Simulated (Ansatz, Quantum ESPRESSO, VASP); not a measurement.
## Code comparison for InSe (P1, 8 atoms in the cell)

Self-consistent single point, at a second geometry (atoms moved at random). First geometry:

```
CELL_PARAMETERS angstrom
      4.04733     0.00000     0.00000
     -2.02366     3.50509     0.00000
      0.00000     0.00000    18.05206
ATOMIC_POSITIONS crystal
  In 0.00000 0.00000 0.57739
  In 0.00000 0.00000 0.42261
  In 0.33333 0.66667 0.92261
  In 0.33333 0.66667 0.07739
  Se 0.66667 0.33333 0.85300
  Se 0.66667 0.33333 0.14700
  Se 0.33333 0.66667 0.64702
  Se 0.33333 0.66667 0.35298
```

Second geometry:
```
InSe
1.0
    4.04733     0.00000     0.00000
   -2.02366     3.50509     0.00000
    0.00000     0.00000    18.05206
In Se
4 4
Direct
  0.99584   0.01114   0.57556
  0.00266   0.99306   0.42373
  0.32876   0.67426   0.91982
  0.35670   0.67339   0.07886
  0.66217   0.33444   0.85164
  0.67042   0.31901   0.14853
  0.32083   0.65963   0.64926
  0.32928   0.66840   0.35261
```

Shared settings, as Ansatz (a quantum-chemistry and plane-wave program) writes them: kpoints.mp_grid.grid = 5 5 1; scf.occupations.method = fermi_dirac; scf.occupations.width = 0.01 eV. Potentials and cutoffs stand in the table.

```tsv
code	model	ΔF from the first geometry (meV/atom)	pressure (GPa)	largest force (eV/Å)	gap on the mesh (eV)	cutoff
Ansatz	LDA (PW92), PAW files made with PBE	11.4	-2.54	0.697	0.496	420 eV
Quantum ESPRESSO	LDA (PZ), GBRV 1.5 ultrasoft (LDA) pseudopotentials	11.3	-3.04	0.681	0.479	40 Ry
VASP	LDA (PZ), VASP's LDA PAW potentials (set 64)	11.1	-2.64	0.689	0.506	300 eV
```

Size of the force on each atom (eV/Å): Sizes of forces hide their directions.

```csv
code,In1,In2,In3,In4,Se5,Se6,Se7,Se8
Ansatz,0.697,0.450,0.502,0.541,0.119,0.419,0.631,0.386
Quantum ESPRESSO,0.681,0.436,0.512,0.547,0.119,0.417,0.625,0.381
VASP,0.689,0.440,0.519,0.555,0.123,0.416,0.609,0.368
```

Gaps are read on the mesh.

The spread over the programs that give each value: ΔF from the first geometry within 0.3 meV/atom; pressure within 0.50 GPa; largest force within 0.016 eV/Å; gap on the mesh within 0.027 eV.

Ansatz's pressure is given at a fixed set of plane waves, as the other plane-wave codes print theirs. The same LDA comes in different parametrisations, which differ slightly.

VASP's run is marked for a possible Pulay error in its stress at this cutoff; no cutoff test was made.

The starting cell comes from a database of computed structures (which also holds hypothetical and non-ambient phases and stackings), without a prior relaxation at this level. For this run, on top of that: atoms moved at random.

Left out of this page: GPAW, CP2K, Elk and SIESTA (not drawn, or without a comparable value).

Keys are those of Ansatz 0.2.
